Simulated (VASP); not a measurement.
# AlBN (P4/mmm) in VASP: a series of runs

The runs below take AlBN through optical spectrum, density of states, with LDA.

Program: VASP 6.6.1. These are calculated values, not measurements. Logs are shortened: lines on timing, memory, paths and dates and some standing lists are left out, and cuts for length are marked.

### 1 Starting point

It takes space group P4/mmm (No. 123, tetragonal). Conventional cell: a = 2.646 Å, b = 2.646 Å, c = 5.403 Å, α = 90.00°, β = 90.00°, γ = 90.00°. Al (site symmetry 4/mmm) has 4 N at 1.87 Å as nearest neighbours. Around B (site symmetry 4/mmm) lie 4 B at 2.65 Å and 2 Al at 2.70 Å. N (site symmetry 4/mmm) is surrounded by 4 Al at 1.87 Å.

The cell was built by a generator and needn't be a form met in nature.

### 2 Optical spectrum, LDA

File INCAR:

```
SYSTEM = AlBN
PREC = Accurate
ENCUT = 520
EDIFF = 1E-7
ISMEAR = 0
SIGMA = 0.02
LREAL = .FALSE.
LASPH = .TRUE.
NELM = 100
ALGO = Fast
ISIF = 2
LWAVE = .FALSE.
LCHARG = .FALSE.
GGA = CA
LOPTICS = .TRUE.
NBANDS = 38
NEDOS = 2000
CSHIFT = 0.1
```

File KPOINTS:

```
Automatic mesh
0
G
  10 10 5
  0 0 0
```

File POSCAR:

```
AlBN
1.0
    2.6456200000      0.0000000000      0.0000000000
    0.0000000000      2.6456200000      0.0000000000
    0.0000000000      0.0000000000      5.4026400000
Al B N
1 1 1
Direct
    0.5000000000      0.5000000000      0.0000000000
    0.5000000000      0.5000000000      0.5000000000
    0.0000000000      0.0000000000      0.0000000000
```

Potentials or basis: VASP PAW LDA potentials, release 64 (Al, B, N).

Launch:

```console
> cat potpaw_LDA.64/Al/POTCAR potpaw_LDA.64/B/POTCAR potpaw_LDA.64/N/POTCAR > POTCAR
> mpirun -np 1 vasp_std > vasp.out
```

OUTCAR:

```text
SYSTEM = AlBN
   PREC = Accurate
   ENCUT = 520
   EDIFF = 1E-7
   ISMEAR = 0
   LREAL = .FALSE.
   LASPH = .TRUE.
   NELM = 100
   ISIF = 2
   GGA = CA

 ion  position               nearest neighbor table
   1  0.500  0.500  0.000-   3 1.87   3 1.87   3 1.87   3 1.87   2 2.70   2 2.70
   2  0.500  0.500  0.500-   1 2.70   1 2.70
   3  0.000  0.000  0.000-   1 1.87   1 1.87   1 1.87   1 1.87

  LATTYP: Found a simple tetragonal cell.
 ALAT       =     2.6456200000
 C/A-ratio  =     2.0421073321

  Lattice vectors:

 A1 = (   2.6456200000,   0.0000000000,   0.0000000000)
 A2 = (   0.0000000000,   2.6456200000,   0.0000000000)
 A3 = (   0.0000000000,   0.0000000000,   5.4026400000)

Analysis of symmetry for initial positions (statically):
=====================================================================
 Subroutine PRICEL returns:
 Original cell was already a primitive cell.

 Routine SETGRP: Setting up the symmetry group for a
 simple tetragonal supercell.

 Subroutine GETGRP returns: Found 16 space group operations
 (whereof 16 operations were pure point group operations)
 out of a pool of 16 trial point group operations.

The static configuration has the point symmetry D_4h.

Analysis of symmetry for dynamics (positions and initial velocities):
=====================================================================
 Subroutine PRICEL returns:
 Original cell was already a primitive cell.

 Routine SETGRP: Setting up the symmetry group for a
 simple tetragonal supercell.

 Subroutine GETGRP returns: Found 16 space group operations
 (whereof 16 operations were pure point group operations)
 out of a pool of 16 trial point group operations.

The dynamic configuration has the point symmetry D_4h.

 Subroutine INISYM returns: Found 16 space group operations
 (whereof 16 operations are pure point group operations),
 and found     1 'primitive' translations

----------------------------------------------------------------------------------------

                                     Primitive cell

  volume of cell :      37.8147

  direct lattice vectors                    reciprocal lattice vectors
     2.645620000  0.000000000  0.000000000     0.377983233  0.000000000  0.000000000
     0.000000000  2.645620000  0.000000000     0.000000000  0.377983233  0.000000000
     0.000000000  0.000000000  5.402640000     0.000000000  0.000000000  0.185094694

  length of vectors
     2.645620000  2.645620000  5.402640000     0.377983233  0.377983233  0.185094694

  position of ions in fractional coordinates (direct lattice)
     0.500000000  0.500000000  0.000000000
     0.500000000  0.500000000  0.500000000
     0.000000000  0.000000000  0.000000000

  ion indices of the primitive-cell ions
   primitive index   ion index
                 1           1
                 2           2
                 3           3

----------------------------------------------------------------------------------------

 KPOINTS: Automatic mesh

Automatic generation of k-mesh.
 Grid dimensions read from file:
 generate k-points for:   10   10    5

 Generating k-lattice:

  Cartesian coordinates                     Fractional coordinates (reciprocal lattice)
     0.037798323  0.000000000  0.000000000     0.100000000  0.000000000  0.000000000
     0.000000000  0.037798323  0.000000000     0.000000000  0.100000000  0.000000000
     0.000000000  0.000000000  0.037018939     0.000000000  0.000000000  0.200000000

  Length of vectors
     0.037798323  0.037798323  0.037018939

  Shift w.r.t. Gamma in fractional coordinates (k-lattice)
     0.000000000  0.000000000  0.000000000

 Subroutine IBZKPT returns following result:
 ===========================================

 Found     63 irreducible k-points:

 Following reciprocal coordinates:
            Coordinates               Weight
  0.000000  0.000000  0.000000      1.000000
  0.100000  0.000000  0.000000      4.000000
  0.200000  0.000000  0.000000      4.000000
  0.300000  0.000000  0.000000      4.000000
  0.400000  0.000000  0.000000      4.000000
  0.500000  0.000000  0.000000      2.000000
[... 16 lines left out ...]
  0.100000  0.000000  0.200000      8.000000
  0.200000  0.000000  0.200000      8.000000
 [... further k-points ...]
   k-points           NKPTS =     63   k-points in BZ     NKDIM =     63   number of bands    NBANDS=     38
   number of dos      NEDOS =   2000   number of ions     NIONS =      3
   total plane-waves  NPLWV =  16000
   dimension x,y,z NGX =    20 NGY =   20 NGZ =   40
   dimension x,y,z NGXF=    40 NGYF=   40 NGZF=   80
   ions per type =               1   1   1
   NGX,Y,Z   is equivalent  to a cutoff of  12.57, 12.57, 12.31 a.u.
   NGXF,Y,Z  is equivalent  to a cutoff of  25.14, 25.14, 24.62 a.u.
 SYSTEM =  AlBN
   PREC   = accura    normal or accurate (medium, high low for compatibility)
   ISTART =      0    job   : 0-new  1-cont  2-samecut
   ICHARG =      2    charge: 1-file 2-atom 10-const
   ISPIN  =      1    spin polarized calculation?
   LNONCOLLINEAR =      F non collinear calculations
   LSORBIT =      F    spin-orbit coupling
   LASPH  =      T    aspherical Exc in radial PAW
   ENCUT  =  520.0 eV  38.22 Ry    6.18 a.u.   4.92  4.92 10.05*2*pi/ulx,y,z
   NELM   =    100;   NELMIN=  2; NELMDL= -5     # of ELM steps
   EDIFF  = 0.1E-06   stopping-criterion for ELM
   LREAL  =      F    real-space projection
   EDIFFG = 0.1E-05   stopping-criterion for IOM
   NSW    =      0    number of steps for IOM
   IBRION =     -1    ionic relax: 0-MD 1-quasi-New 2-CG
   NFREE  =      0    steps in history (QN), initial steepest desc. (CG)
   ISIF   =      2    stress and relaxation
   ISYM   =      2    0-nonsym 1-usesym 2-fastsym
   POTIM  = 0.5000    time-step for ionic-motion
   TEBEG  =    0.0;   TEEND  =   0.0 temperature during run
   PSTRESS=    0.0 pullay stress
   NELECT =      11.0000    total number of electrons
   NUPDOWN=      -1.0000    fix difference up-down
   EMIN   =  10.00;   EMAX   =-10.00  energy-range for DOS
   EFERMI =   0.00;   METHOD = LEGACY
   ISMEAR =     0;   SIGMA  =   0.02  broadening in eV -4-tet -1-fermi 0-gaus
   EFERMI_NEDOS =   21; number of points for ismear=-14 and -15
   IALGO  =     68    algorithm
   IMIX   =      4    mixing-type and parameters
     AMIX     =   0.40;   BMIX     =  1.00
     AMIX_MAG =   1.60;   BMIX_MAG =  1.00
  volume/ion in A,a.u.               =      12.60        85.06
  Fermi-wavevector in a.u.,A,eV,Ry     =   1.084723  2.049829 16.008933  1.176623
  Thomas-Fermi vector in A             =   2.220820
   LORBIT       =      0    0 simple, 1 ext, 2 COOP (PROOUT), +10 PAW based schemes
   GGA     = CA    functional components
   LHFCALC =     F    Hartree Fock is set to
   AEXX    =    0.0000 exact exchange contribution
   IVDW    =     0    specifies the selected vdW correction
   LEPSILON=     F    determine dielectric tensor
   LRPA    =     F    only Hartree local field effects (RPA)
 non-spin polarized calculation
 RMM-DIIS sequential band-by-band and
 Gauss-broadening in eV      SIGMA  =   0.02
  energy-cutoff  :      520.00
  volume of cell :       37.81
 maximum number of plane-waves:      1029
 NGX is ok and might be reduce to    20
   NGX =  9   NGY =  9   NGZ = 21

 number of electron      11.0000002 magnetization

 Free energy of the ion-electron system (eV)
  ---------------------------------------------------
  ext. energy  EPLUGINS =         0.00000000
  ---------------------------------------------------
  free energy    TOTEN  =       -18.11044861 eV

  energy without entropy =      -18.11016601  energy(sigma->0) =      -18.11030731

 E-fermi :   4.0986     XC(G=0): -10.2402

 val. band max:        4.0983166820   @ k =   0.5000   0.4000   0.2000
 cond. band min:       4.1283935719   @ k =   0.4000   0.3000   0.2000
 fundamental gap:      0.0300768899
 Fermi energy:         4.0986475566

 k-point     1 :       0.0000    0.0000    0.0000
  band No.  band energies     occupation
      1     -11.9803      2.00000
      2      -3.5280      2.00000
      3      -1.4223      2.00000
      4       2.9591      2.00000
      5       2.9591      2.00000
      6       5.5498      0.00000
[... 457 lines left out ...]
      4       0.5779      2.00000
      5       3.0910      2.00000
      6       4.8513      0.00000
[... 9 lines left out ...]
     16      21.6161      0.00000
     17      21.9546      0.00000

 [... further k-points ...]

 [bands above 17 left out]

------------------------ aborting loop because EDIFF is reached ----------------------------------------

  FORCE on cell =-STRESS in cart. coord.  units (eV):
  Direction    XX          YY          ZZ          XY          YZ          ZX
  --------------------------------------------------------------------------------------
  -------------------------------------------------------------------------------------
  Total       -1.6777176     -1.6777176     -0.6513328      0.0000000      0.0000000      0.0000000
  in kB      -71.0834475    -71.0834475    -27.5964092      0.0000000      0.0000000      0.0000000
  external PRESSURE =     -56.5877681 kB  Pullay stress =       0.0000000 kB

 VOLUME and BASIS-vectors are now :
 -----------------------------------------------------------------------------
  energy-cutoff  :      520.00
  volume of cell :       37.81
      direct lattice vectors                 reciprocal lattice vectors
     2.645620000  0.000000000  0.000000000     0.377983233  0.000000000  0.000000000
     0.000000000  2.645620000  0.000000000     0.000000000  0.377983233  0.000000000
     0.000000000  0.000000000  5.402640000     0.000000000  0.000000000  0.185094694

 POSITION                                       TOTAL-FORCE (eV/Angst)
 -----------------------------------------------------------------------------------
      1.32281      1.32281      0.00000         0.000000      0.000000      0.000000
      1.32281      1.32281      2.70132         0.000000      0.000000      0.000000
      0.00000      0.00000      0.00000         0.000000      0.000000      0.000000
 -----------------------------------------------------------------------------------
    total drift:                                0.000000      0.000000     -0.000000

  FREE ENERGIE OF THE ION-ELECTRON SYSTEM (eV)
  ---------------------------------------------------
  free  energy   TOTEN  =       -18.1104486089 eV

  energy  without entropy=      -18.1101660101  energy(sigma->0) =      -18.11030731

 electrical conductivity sigma (Mega S m-1) (frequency dependency in vasprun.xml)
  --------------------------------------------------------------------------------------
       0.040       0.000      -0.000
       0.000       0.040       0.000
      -0.000       0.000       0.027

  frequency dependent IMAGINARY DIELECTRIC FUNCTION (independent particle, no local field effects) density-density
     E(ev)      X         Y         Z        XY        YZ        ZX
  --------------------------------------------------------------------------------------------------------------
     0.00000     0.00000     0.00000     0.00000     0.00000     0.00000     0.00000
     0.75567    23.37727    23.37727    12.14896    -0.00000    -0.00000    -0.00000
     1.51133    30.29399    30.29399    14.21592    -0.00000     0.00000     0.00000
     2.26700     7.11298     7.11298    32.56157    -0.00000    -0.00000    -0.00000
     3.02267     6.61851     6.61851     8.12935    -0.00000    -0.00000     0.00000
     3.77834     2.73073     2.73073     3.39594    -0.00000     0.00000     0.00000
[... 92 lines left out ...]
    74.05538     0.00018     0.00018     0.00018     0.00000    -0.00000    -0.00000
    74.81105     0.00017     0.00017     0.00017     0.00000    -0.00000    -0.00000

  frequency dependent      REAL DIELECTRIC FUNCTION (independent particle, no local field effects) density-density
     E(ev)        X           Y           Z          XY          YZ          ZX
  --------------------------------------------------------------------------------------------------------------
     0.00000    25.62083    25.62083    22.61019     0.00000    -0.00000    -0.00000
     0.75567    43.61057    43.61057    34.48376    -0.00000    -0.00000    -0.00000
     1.51133    -7.38497    -7.38497     3.04430     0.00000    -0.00000    -0.00000
     2.26700    -3.04185    -3.04185   -10.91993     0.00000     0.00000     0.00000
     3.02267    -2.58825    -2.58825    -3.55327     0.00000     0.00000     0.00000
     3.77834    -1.62260    -1.62260    -1.55174     0.00000     0.00000     0.00000
[... 92 lines left out ...]
    74.05538     0.94098     0.94098     0.94000     0.00000     0.00000     0.00000
    74.81105     0.94229     0.94229     0.94134     0.00000     0.00000     0.00000

  frequency dependent IMAGINARY DIELECTRIC FUNCTION (independent particle, no local field effects) current-current
     E(ev)      X         Y         Z        XY        YZ        ZX
  --------------------------------------------------------------------------------------------------------------
     0.00000   129.63211   129.63211   113.98288    -0.00000     0.00000    -0.00000
     0.75567    34.39089    34.39089    20.87203    -0.00000     0.00000    -0.00000
     1.51133    28.98493    28.98493    14.40109    -0.00000    -0.00000    -0.00000
     2.26700     6.73466     6.73466    31.38653    -0.00000    -0.00000     0.00000
     3.02267     6.37006     6.37006     7.81712    -0.00000     0.00000     0.00000
     3.77834     2.58933     2.58933     3.25880    -0.00000    -0.00000     0.00000
[... 92 lines left out ...]
    74.05538     0.00002     0.00002     0.00002     0.00000     0.00000    -0.00000
    74.81105     0.00001     0.00001     0.00002     0.00000     0.00000    -0.00000

  frequency dependent      REAL DIELECTRIC FUNCTION (independent particle, no local field effects) current-current
     E(ev)        X           Y           Z          XY          YZ          ZX
  --------------------------------------------------------------------------------------------------------------
     0.00000    24.56872    24.56872    21.98258     0.00000     0.00000    -0.00000
     0.75567    37.09690    37.09690    31.06623    -0.00000     0.00000    -0.00000
     1.51133   -11.31931   -11.31931     1.23847     0.00000    -0.00000     0.00000
     2.26700    -3.61353    -3.61353   -13.76127     0.00000     0.00000    -0.00000
     3.02267    -2.99896    -2.99896    -4.06651    -0.00000    -0.00000    -0.00000
     3.77834    -1.74906    -1.74906    -1.71149     0.00000    -0.00000    -0.00000
[... 92 lines left out ...]
    74.05538     0.94103     0.94103     0.94004    -0.00000     0.00000     0.00000
    74.81105     0.94233     0.94233     0.94138    -0.00000     0.00000     0.00000
```

It took 29 s on 1 thread of Intel Xeon 6975P-C (Granite Rapids), shared host; peak memory 0.21 GiB.

What came out:

```yaml
Free_energy: -18.1104 eV
Pressure: -5.7 GPa
Band_gap_on_the_k_mesh: none (metal or under the smearing width)
```

Levels at points of the mesh, in eV from the Fermi level:
```csv
k point,band 3,band 4,band 5,band 6,band 7,band 8
"(0.00, 0.00, 0.00)",-5.52,-1.14,-1.14,1.45,5.06,5.67
"(0.50, 0.00, 0.00)",-3.99,-2.21,-2.18,-0.74,-0.68,6.67
"(0.50, 0.50, 0.00)",-5.96,-1.68,-0.35,0.08,0.08,1.74
```

Dielectric function (mean over the directions given):
```csv
energy (eV),real part,imaginary part
0.30,26.33,1.64
0.76,40.57,19.63
1.28,0.18,19.17
1.81,-2.87,9.99
2.27,-5.67,15.60
2.80,-1.15,5.77
3.32,-1.43,3.70
3.78,-1.60,2.95
4.31,-0.44,1.99
4.84,0.12,1.49
5.29,1.31,1.34
5.82,1.67,1.40
6.35,1.98,1.45
6.80,1.77,2.14
7.33,1.43,1.77
7.86,2.28,1.72
8.31,2.42,2.68
8.84,1.70,2.95
9.37,1.01,2.05
9.82,1.05,2.68
10.35,0.43,2.17
10.88,1.19,2.16
11.34,0.91,2.03
11.86,0.08,2.50
12.39,0.59,1.72
12.85,0.44,2.58
13.38,-0.14,1.71
13.90,0.32,1.73
14.36,0.00,1.66
14.89,0.27,1.32
15.42,-0.17,1.78
15.87,-0.27,1.18
16.40,0.03,1.25
16.93,-0.19,0.94
17.38,-0.12,0.95
17.91,0.02,0.73
18.44,-0.12,0.56
18.89,0.00,0.52
19.42,0.17,0.39
19.95,0.26,0.37
```

Caveat: spectra need much finer meshes, so this one isn't converged; independent-particle spectra lack excitons; the intraband (Drude) part of a metal's response may be missing.

### 3 Density of states, LDA

POSCAR is that of step 2.

File INCAR.step1:

```
SYSTEM = AlBN
  PREC = Accurate
  ENCUT = 520
  EDIFF = 1E-6
  ISMEAR = 0
  SIGMA = 0.02
  LREAL = .FALSE.
  LASPH = .TRUE.
  NELM = 100
  ALGO = Fast
  ISIF = 2
  LWAVE = .FALSE.
  LCHARG = .TRUE.
  GGA = CA
```

File KPOINTS.step1:

```
regular mesh
0
G
  10 10 5
  0 0 0
```

File INCAR.step2:

```
SYSTEM = AlBN
  PREC = Accurate
  ENCUT = 520
  EDIFF = 1E-6
  ISMEAR = -5
  SIGMA = 0.02
  LREAL = .FALSE.
  LASPH = .TRUE.
  NELM = 100
  ALGO = Fast
  ISIF = 2
  LWAVE = .FALSE.
  LCHARG = .FALSE.
  GGA = CA
  LORBIT = 11
  NEDOS = 2001
  ICHARG = 11
```

File KPOINTS.step2:

```
regular mesh
0
G
  15 15 8
  0 0 0
```

Potentials or basis: VASP PAW LDA potentials, release 64 (Al, B, N).

Launch:

```console
> cat potpaw_LDA.64/Al/POTCAR potpaw_LDA.64/B/POTCAR potpaw_LDA.64/N/POTCAR > POTCAR
> cp INCAR.step1 INCAR
> cp KPOINTS.step1 KPOINTS
> mpirun -np 1 vasp_std > vasp.out
> cp INCAR.step2 INCAR
> cp KPOINTS.step2 KPOINTS
> mpirun -np 1 vasp_std > vasp.out
```

Run time: 17 s. Hardware: 1 thread of Intel Xeon 6975P-C (Granite Rapids), shared host; peak memory 0.18 GiB.

It converged, with:

```
Valence electrons inside the program's atomic spheres : Al 0.81; B 1.34; N 3.82
```

Levels at points of the mesh, in eV from the Fermi level:
| k point | band 3 | band 4 | band 5 | band 6 | band 7 | band 8 |
| --- | --- | --- | --- | --- | --- | --- |
| (0.00, 0.00, 0.00) | -5.54 | -1.16 | -1.16 | 1.44 | 5.04 | 5.66 |
| (0.00, 0.00, 0.50) | -2.75 | -1.80 | -1.15 | -1.15 | 5.59 | 5.59 |

States per cell in windows of 1 eV (zero at the Fermi level; states under -8 eV left out):
| from (eV) | total | N3_p | B2_p | B2_s | Al1_p | Al1_s | N3_s |
| --- | --- | --- | --- | --- | --- | --- | --- |
| -8.0 | 0.77 | 0.13 | 0.01 | 0.12 | 0.02 | 0.08 | 0.01 |
| -7.0 | 1.03 | 0.22 | 0.01 | 0.14 | 0.05 | 0.07 | 0.02 |
| -6.0 | 0.86 | 0.22 | 0.02 | 0.09 | 0.06 | 0.04 | 0.02 |
| -5.0 | 1.16 | 0.26 | 0.04 | 0.17 | 0.06 | 0.03 | 0.02 |
| -4.0 | 1.02 | 0.29 | 0.04 | 0.11 | 0.05 | 0.02 | 0.02 |
| -3.0 | 1.48 | 0.50 | 0.06 | 0.12 | 0.06 | 0.02 | 0.02 |
| -2.0 | 1.50 | 0.67 | 0.08 | 0.05 | 0.05 | 0.01 | 0.01 |
| -1.0 | 1.11 | 0.27 | 0.24 | 0.02 | 0.01 | 0.00 | 0.00 |
| 0.0 | 1.80 | 0.20 | 0.59 | 0.03 | 0.03 | 0.01 | 0.00 |
| 1.0 | 1.02 | 0.10 | 0.36 | 0.03 | 0.02 | 0.01 | 0.00 |
| 2.0 | 0.39 | 0.00 | 0.17 | 0.03 | 0.00 | 0.00 | 0.00 |
| 3.0 | 0.41 | 0.00 | 0.19 | 0.02 | 0.00 | 0.00 | 0.00 |
| 4.0 | 0.50 | 0.00 | 0.26 | 0.02 | 0.00 | 0.00 | 0.00 |
| 5.0 | 0.85 | 0.01 | 0.41 | 0.02 | 0.02 | 0.04 | 0.01 |
| 6.0 | 1.14 | 0.05 | 0.23 | 0.08 | 0.10 | 0.11 | 0.03 |
| 7.0 | 0.89 | 0.10 | 0.04 | 0.07 | 0.09 | 0.08 | 0.03 |

Caveat: tetrahedron occupations give inexact forces and stress in metals.
